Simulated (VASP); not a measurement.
Here is the system:

```
CELL_PARAMETERS angstrom
     -1.44827     1.44827     1.44827
      1.44827    -1.44827     1.44827
      1.44827     1.44827    -1.44827
ATOMIC_POSITIONS crystal
  V  0.00000 0.00000 0.00000
```

The numbers are results of PBE GGA with D3 dispersion (zero damping), VASP's PBE PAW potentials (set 64) (plane waves; VASP 6.6.1), not measurements. Numerical set-up: 520 eV cut-off, 17×17×17 Γ-centred mesh, first-order Methfessel-Paxton smearing of 0.10 eV, potentials V_sv.

**Question.** Give the stress tensor in GPa (positive for a compressed cell).

**Answer.** 
```
14.02   0.00   0.00
 0.00  14.02   0.00
 0.00   0.00  14.02
```
The pressure is its mean diagonal, 14.02 GPa.

The compound is V in the bcc structure. This cell is one point of a volume scan, at 0.94 of the reference volume. The run is not spin-polarised, so no magnetic state was tried.
